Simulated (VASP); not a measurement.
An input for Quantum ESPRESSO's pw.x (written as the equivalent of a VASP run, and not itself run):

```
&CONTROL
  calculation = 'vc-relax'
  pseudo_dir = './pseudo'
  outdir = './out'
  tprnfor = .true.
  tstress = .true.
  nstep = 40
  forc_conv_thr = 0.00078
/
&SYSTEM
  ibrav = 0
  nat = 4
  ntyp = 2
  ecutwfc = 92
  occupations = 'smearing'
  smearing = 'methfessel-paxton'
  degauss = 0.00735
  input_dft = 'pz'
/
&ELECTRONS
  conv_thr = 7.3e-08
  electron_maxstep = 100
/
&IONS
/
&CELL
  press = 300
/
ATOMIC_SPECIES
  Cu 63.546 Cu.upf
  Au 196.967 Au.upf
CELL_PARAMETERS angstrom
     3.5361962    0.0000000   -0.0000000
     0.0000000    3.5361962    0.0000000
    -0.0000000    0.0000000    3.5361962
ATOMIC_POSITIONS crystal
  Cu   0.0000000  0.5000000  0.5000000
  Cu   0.5000000  0.0000000  0.5000000
  Cu   0.5000000  0.5000000  0.0000000
  Au   0.0000000  0.0000000  0.0000000
K_POINTS automatic
  9 9 9 0 0 0
```

Write the VASP files for the same calculation (LDA).

This is not unique; one that fits is 
### INCAR
```
ALGO = Normal
EDIFF = 1E-6
EDIFFG = -0.02
ENCUT = 500
IBRION = 2
ISIF = 3
ISMEAR = 1
LASPH = .TRUE.
LCHARG = .FALSE.
LMAXMIX = 6
LREAL = .FALSE.
LWAVE = .FALSE.
NELM = 100
NSW = 40
PREC = Accurate
PSTRESS = 300
SIGMA = 0.1
SYSTEM = Cu3Au
```

**POSCAR**
```
Cu3Au
1.0
  3.5361962365   0.0000000000   0.0000000000
  0.0000000000   3.5361962365   0.0000000000
  0.0000000000   0.0000000000   3.5361962365
Cu Au
3 1
Cartesian
  0.0000000000   1.7680981182   1.7680981182
  1.7680981182   0.0000000000   1.7680981182
  1.7680981182   1.7680981182   0.0000000000
  0.0000000000   0.0000000000   0.0000000000
```

File KPOINTS:
```
Regular mesh
0
gamma
  9 9 9
```

POTCAR, in this order: Cu Au (LDA.64 set). Program: vasp_std.

The two are equivalent in intent, not identical: the potentials are each code's own (VASP's PAW set, PseudoDojo norm-conserving files in pw.x), so ENCUT and ecutwfc are chosen apart and not converted; conv_thr bounds pw.x's estimated SCF error, while EDIFF bounds the energy change between steps; forc_conv_thr acts on force components and is met together with etot_conv_thr.

The compound is Cu3Au in the L1_2 structure. It was relaxed first under an external pressure of 30 GPa.
